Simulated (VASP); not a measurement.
Given:

```yaml
crystal:
  lattice:
    - [1.76755, -3.06148, 0.00000]
    - [1.76755, 3.06148, 0.00000]
    - [0.00000, 0.00000, 14.03559]
  atoms:
    - { symbol: Te, position: [0.33333, 0.66667, 0.87935] }
    - { symbol: Te, position: [0.66667, 0.33333, 0.37935] }
    - { symbol: Te, position: [0.66667, 0.33333, 0.12065] }
    - { symbol: Te, position: [0.33333, 0.66667, 0.62065] }
    - { symbol: Mo, position: [0.33333, 0.66667, 0.25000] }
    - { symbol: Mo, position: [0.66667, 0.33333, 0.75000] }
```

Computed with rev-vdW-DF2, VASP's PBE PAW potentials (set 64) (plane waves; VASP). Settings: 520 eV cut-off, 8×8×2 Γ-centred mesh, tetrahedra with Blöchl corrections, potentials Te Mo_sv.

The cores are frozen, which limits the accuracy of field gradients.

Problem. Give the principal components of the electric field gradient (V/Å²) and the asymmetry η at each nucleus.

Solution. 
| atom | Vxx | Vyy | Vzz | η |
|---|---|---|---|---|
| Te1 | 84.9 | 84.9 | -169.8 | 0.00 |
| Te2 | 84.9 | 84.9 | -169.8 | 0.00 |
| Te3 | 84.9 | 84.9 | -169.8 | 0.00 |
| Te4 | 84.9 | 84.9 | -169.8 | 0.00 |
| Mo5 | 35.9 | 35.9 | -71.8 | 0.00 |
| Mo6 | 35.9 | 35.9 | -71.8 | 0.00 |

The compound is MoTe2 in the 2H layered structure. It was relaxed first.
